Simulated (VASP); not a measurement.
Here is the system:

```
CELL_PARAMETERS angstrom
      0.00000     3.09053     3.09053
      3.09053     0.00000     3.09053
      3.09053     3.09053     0.00000
ATOMIC_POSITIONS crystal
  Hg 0.00000 0.00000 0.00000
  Te 0.25000 0.25000 0.25000
```

The numbers are results of PBEsol GGA, VASP's PBE PAW potentials (set 64) (plane waves; VASP), not measurements. Settings: 500 eV cut-off, 10×10×10 Γ-centred mesh, first-order Methfessel-Paxton smearing of 0.10 eV, potentials Hg Te.

Energy and stress use the plane-wave basis of the starting cell.

### Question
The ions, cell shape and volume at an external pressure of 20.0 GPa are relaxed. Predict the relaxed structure.

### Answer

```
CELL_PARAMETERS angstrom
      0.00000     2.99698     2.99698
      2.99698     0.00000     2.99698
      2.99698     2.99698     0.00000
ATOMIC_POSITIONS crystal
  Hg 0.00000 0.00000 0.00000
  Te 0.25000 0.25000 0.25000
```
Space group F-43m (216), at a tolerance of 0.03 Å.

### Question
How do energy and volume change from the first to the last step?

### Answer
The energy (σ→0) changes by +237.6 meV/atom and the volume by -8.8 %, in 5 ionic steps.

The structure was generated: HgTe was put into the zinc blende type (F-43m), which need not be its known phase. This run relaxes it under an external pressure of 20 GPa. Symmetry was kept, so distortions that lower it aren't found.
